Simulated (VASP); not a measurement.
Consider the following.

```
CELL_PARAMETERS angstrom
      0.00000     2.10658     6.02177
      1.43729     0.00000     6.02177
      1.43729     2.10658     0.00000
ATOMIC_POSITIONS crystal
  Al 0.00000 0.00000 0.00000
  Cr 0.32606 0.32606 0.67394
  Cr 0.67394 0.67394 0.32606
```

All values below come from PBEsol GGA, VASP's PBE PAW potentials (set 64) (plane waves; VASP 6.6.1). Numerical set-up: 400 eV cut-off, Gaussian smearing of 0.050 eV, potentials Al Cr_pv.

Q: What does the run give for the band gap (along the path) with the smallest direct gap where there is one?

A: 
| Item | Result |
|---|---|
| band gap (along the path) | none (metal, semimetal or under 0.01 eV) |

The absolute energy has meaning only against runs of the same code, potentials and settings.

The structure comes from a computed database's AlCr2 entry (Fmmm); how it stands against other phases isn't given here. It was relaxed first. The run is not spin-polarised, so no magnetic state was tried. The electron count is odd and the run is not spin-polarised, which forces a metal.
